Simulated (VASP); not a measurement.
# SiIH3 in VASP: reference runs

Reference runs on SiIH3: the cell as given.

Everything below comes from runs of VASP 6.6.1. Logs are shortened: lines on timing, memory, paths and dates and some standing lists are left out, and cuts for length are marked.

## 1. The molecule as given

The cell holds a molecule in a box, 5 atoms: a = 13.000 Å, b = 12.000 Å, c = 12.000 Å, α = 90.00°, β = 90.00°, γ = 90.00°.

## 2. Single point, PBE

The input, INCAR:

```
  PREC = Accurate
  ENCUT = 520
  EDIFF = 1E-7
  ISMEAR = 0
  SIGMA = 0.01
  LREAL = False
  LASPH = True
  NELM = 100
  ALGO = Normal
  ISIF = 2
  LWAVE = False
  LCHARG = True
  GGA = PE
  LELF = True
  LVHAR = True
  LVACPOTAV = True
  NBANDS = 15
```

The input, KPOINTS:

```
Automatic mesh
0
Gamma
  1 1 1
```

The input, POSCAR:

```
SiH3I
1.0
   13.0000000000      0.0000000000      0.0000000000
    0.0000000000     12.0000000000      0.0000000000
    0.0000000000      0.0000000000     12.0000000000
Si I H
1 1 3
Direct
    0.4589038500      0.4857041700      0.5032458300
    0.6183884600      0.4029875000      0.5711708300
    0.3836115400      0.4873458300      0.5958458300
    0.4200038500      0.4169541700      0.4098208300
    0.4811423100      0.6005125000      0.4649125000
```

Potentials or basis: VASP PAW PBE potentials, release 64 (Si, I, H).

The run is started by

```bash
cat potpaw_PBE.64/Si/POTCAR potpaw_PBE.64/I/POTCAR potpaw_PBE.64/H/POTCAR > POTCAR
mpirun -np 1 vasp_gam > vasp.out
```

OUTCAR:

```text
PREC = Accurate
   ENCUT = 520
   EDIFF = 1E-7
   ISMEAR = 0
   LREAL = False
   LASPH = True
   NELM = 100
   ISIF = 2
   GGA = PE

 ion  position               nearest neighbor table
   1  0.459  0.486  0.503-   3 1.48   4 1.48   5 1.48   2 2.44
   2  0.618  0.403  0.571-   1 2.44
   3  0.384  0.487  0.596-   1 1.48
   4  0.420  0.417  0.410-   1 1.48
   5  0.481  0.601  0.465-   1 1.48

  LATTYP: Found a simple tetragonal cell.
 ALAT       =    12.0000000000
 C/A-ratio  =     1.0833333333

  Lattice vectors:

 A1 = (   0.0000000000,  12.0000000000,   0.0000000000)
 A2 = (   0.0000000000,   0.0000000000,  12.0000000000)
 A3 = (  13.0000000000,   0.0000000000,   0.0000000000)

Analysis of symmetry for initial positions (statically):
=====================================================================
 Subroutine PRICEL returns:
 Original cell was already a primitive cell.

 Routine SETGRP: Setting up the symmetry group for a
 simple tetragonal supercell.

 Subroutine GETGRP returns: Found  1 space group operations
 (whereof  1 operations were pure point group operations)
 out of a pool of 16 trial point group operations.

The static configuration has the point symmetry C_1 .

Analysis of symmetry for dynamics (positions and initial velocities):
=====================================================================
 Subroutine PRICEL returns:
 Original cell was already a primitive cell.

 Routine SETGRP: Setting up the symmetry group for a
 simple tetragonal supercell.

 Subroutine GETGRP returns: Found  1 space group operations
 (whereof  1 operations were pure point group operations)
 out of a pool of 16 trial point group operations.

The dynamic configuration has the point symmetry C_1 .

 Subroutine INISYM returns: Found  1 space group operations
 (whereof  1 operations are pure point group operations),
 and found     1 'primitive' translations

----------------------------------------------------------------------------------------

                                     Primitive cell

  volume of cell :    1872.0000

  direct lattice vectors                    reciprocal lattice vectors
    13.000000000  0.000000000  0.000000000     0.076923077  0.000000000  0.000000000
     0.000000000 12.000000000  0.000000000     0.000000000  0.083333333  0.000000000
[... 72 lines left out ...]
   NFREE  =      0    steps in history (QN), initial steepest desc. (CG)
   ISIF   =      2    stress and relaxation
   ISYM   =      2    0-nonsym 1-usesym 2-fastsym
   POTIM  = 0.5000    time-step for ionic-motion
   TEBEG  =    0.0;   TEEND  =   0.0 temperature during run
   PSTRESS=    0.0 pullay stress
   NELECT =      14.0000    total number of electrons
   NUPDOWN=      -1.0000    fix difference up-down
   EMIN   =  10.00;   EMAX   =-10.00  energy-range for DOS
   EFERMI =   0.00;   METHOD = LEGACY
   ISMEAR =     0;   SIGMA  =   0.01  broadening in eV -4-tet -1-fermi 0-gaus
   EFERMI_NEDOS =   21; number of points for ismear=-14 and -15
   IALGO  =     38    algorithm
   IMIX   =      4    mixing-type and parameters
     AMIX     =   0.40;   BMIX     =  1.00
     AMIX_MAG =   1.60;   BMIX_MAG =  1.00
  volume/ion in A,a.u.               =     374.40      2526.58
  Fermi-wavevector in a.u.,A,eV,Ry     =   0.320147  0.604989  1.394513  0.102494
  Thomas-Fermi vector in A             =   1.206503
   LORBIT       =      0    0 simple, 1 ext, 2 COOP (PROOUT), +10 PAW based schemes
   GGA     = PE    functional components
   LHFCALC =     F    Hartree Fock is set to
   AEXX    =    0.0000 exact exchange contribution
   IVDW    =     0    specifies the selected vdW correction
   LEPSILON=     F    determine dielectric tensor
   LRPA    =     F    only Hartree local field effects (RPA)
 non-spin polarized calculation
 Gauss-broadening in eV      SIGMA  =   0.01
  energy-cutoff  :      520.00
  volume of cell :     1872.00
 maximum number of plane-waves:     25235
 NGX is ok and might be reduce to    98
   NGX = 49   NGY = 45   NGZ = 45

 number of electron      13.9999999 magnetization

 Free energy of the ion-electron system (eV)
  ---------------------------------------------------
  ext. energy  EPLUGINS =         0.00000000
  ---------------------------------------------------
  free energy    TOTEN  =       -17.52826224 eV

  energy without entropy =      -17.52826224  energy(sigma->0) =      -17.52826224

 E-fermi :  -6.2348     XC(G=0):  -0.7838

 val. band max:       -6.3113085251   @ k =   0.0000   0.0000   0.0000
 cond. band min:      -1.3905972726   @ k =   0.0000   0.0000   0.0000
 fundamental gap:      4.9207112525
 Fermi energy:        -6.2348224221

 k-point     1 :       0.0000    0.0000    0.0000
  band No.  band energies     occupation
      1     -17.2458      2.00000
      2     -13.1515      2.00000
      3      -8.7871      2.00000
      4      -8.7862      2.00000
      5      -8.2204      2.00000
      6      -6.3115      2.00000
      7      -6.3113      2.00000
      8      -1.3906      0.00000
      9      -0.4784      0.00000
     10       0.0510      0.00000
     11       0.0791      0.00000
     12       0.3781      0.00000
     13       0.7544      0.00000
     14       0.7810      0.00000
     15       0.8867      0.00000

------------------------ aborting loop because EDIFF is reached ----------------------------------------

  FORCE on cell =-STRESS in cart. coord.  units (eV):
  Direction    XX          YY          ZZ          XY          YZ          ZX
  --------------------------------------------------------------------------------------
  -------------------------------------------------------------------------------------
  Total        0.4936803      0.2866768      0.2670007     -0.1311317     -0.0518357      0.1073639
  in kB        0.4225232      0.2453564      0.2285163     -0.1122309     -0.0443643      0.0918889
  external PRESSURE =       0.2987986 kB  Pullay stress =       0.0000000 kB

 VOLUME and BASIS-vectors are now :
 -----------------------------------------------------------------------------
  energy-cutoff  :      520.00
  volume of cell :     1872.00
      direct lattice vectors                 reciprocal lattice vectors
    13.000000000  0.000000000  0.000000000     0.076923077  0.000000000  0.000000000
     0.000000000 12.000000000  0.000000000     0.000000000  0.083333333  0.000000000
     0.000000000  0.000000000 12.000000000     0.000000000  0.000000000  0.083333333

 POSITION                                       TOTAL-FORCE (eV/Angst)
 -----------------------------------------------------------------------------------
      5.96575      5.82845      6.03895        -0.053496      0.027393     -0.022446
      8.03905      4.83585      6.85405         0.195584     -0.094388      0.077573
      4.98695      5.84815      7.15015        -0.099062      0.006995      0.094705
      5.46005      5.00345      4.91785        -0.056836     -0.068044     -0.104305
      6.25485      7.20615      5.57895         0.013809      0.128044     -0.045527
 -----------------------------------------------------------------------------------
    total drift:                                0.000223     -0.000055      0.000088

  FREE ENERGIE OF THE ION-ELECTRON SYSTEM (eV)
  ---------------------------------------------------
  free  energy   TOTEN  =       -17.5282622363 eV

  energy  without entropy=      -17.5282622363  energy(sigma->0) =      -17.52826224
```

OSZICAR:

```text
N       E                     dE             d eps       ncg     rms          rms(c)
DAV:   1     0.118214076669E+03    0.11821E+03   -0.27733E+03    30   0.509E+02
DAV:   2     0.156696173860E+02   -0.10254E+03   -0.96864E+02    45   0.741E+01
DAV:   3    -0.167939818813E+02   -0.32464E+02   -0.32354E+02    44   0.651E+01
[... 18 lines left out ...]
DAV:  22    -0.175282607566E+02   -0.16908E-05   -0.24441E-08    52   0.663E-04    0.520E-04
DAV:  23    -0.175282617101E+02   -0.95352E-06   -0.93606E-09    38   0.489E-04    0.301E-04
DAV:  24    -0.175282620457E+02   -0.33558E-06   -0.10068E-09    52   0.316E-04    0.120E-04
DAV:  25    -0.175282621917E+02   -0.14607E-06    0.27079E-09    30   0.170E-04    0.701E-05
DAV:  26    -0.175282622363E+02   -0.44558E-07    0.39275E-09    38   0.100E-04
   1 F= -.17528262E+02 E0= -.17528262E+02  d E =-.384784E-27
```

stdout:

```text
POSCAR found type information on POSCAR SiI H
 POSCAR found :  3 types and       5 ions
 scaLAPACK will be used
 LDA part: xc-table for (Slater+PW92), standard interpolation
 POSCAR, INCAR and KPOINTS ok, starting setup
 FFT: planning ... GRIDC
 FFT: planning ... GRID_SOFT
 FFT: planning ... GRID
 WAVECAR not read
 entering main loop
```

Run time: 3 min. Hardware: 1 thread of Intel Xeon Platinum 8488C (Sapphire Rapids), shared host; peak memory 1.3 GiB.

Results:

| Item | Value |
| --- | --- |
| Free energy | -17.5283 eV |
| Largest force | 0.231 eV/Å |
| Gap between the frontier levels | 4.92 eV |

Forces in eV/Å, atoms in the order of the input:
```
Si  -0.053  0.027 -0.022
I    0.196 -0.094  0.078
H   -0.099  0.007  0.095
H   -0.057 -0.068 -0.104
H    0.014  0.128 -0.046
```

Caveat: spin-orbit coupling is left out, which moves the levels of the heavy elements. Expect the measured gap to be larger: semilocal functionals such as PBE lack the derivative discontinuity.
